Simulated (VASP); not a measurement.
Given:

```
AsGe
1.0
   -1.84012     1.84012     2.94295
    1.84012    -1.84012     2.94295
    1.84012     1.84012    -2.94295
Ge As
1 1
Cartesian
  0.00000   0.00000   5.85674
  0.00000   0.00000   2.46594
```

Method: PBEsol GGA, VASP's PBE PAW potentials (set 64) (plane waves; VASP). Run with 400 eV cut-off, Gaussian smearing of 0.050 eV, potentials Ge_d As.

### Question
Give the energies of bands 7 to 12 at the high-symmetry points, in eV from the Fermi level.

### Answer

```tsv
band	Γ	X	P	N	M	S	R
7	-2.46	-6.74	-7.55	-9.40	-7.95	-8.93	-8.44
8	-1.12	-6.30	-5.45	-1.96	-3.66	-5.45	-5.58
9	-1.12	-4.15	-5.45	-0.17	-3.06	-1.98	-4.34
10	-0.59	-2.82	-0.47	0.63	-3.06	-0.26	-0.35
11	3.50	1.89	2.61	1.60	3.13	4.52	4.01
12	4.77	6.59	5.14	2.42	8.53	5.57	6.17
```

It has no gap at this level: it comes out as a metal or semimetal.

The structure comes from a computed database's GeAs entry (I4mm); how it stands against other phases isn't given here. It was relaxed first, which changed the volume by -6 %. The electron count is odd and the run is not spin-polarised, which forces a metal.
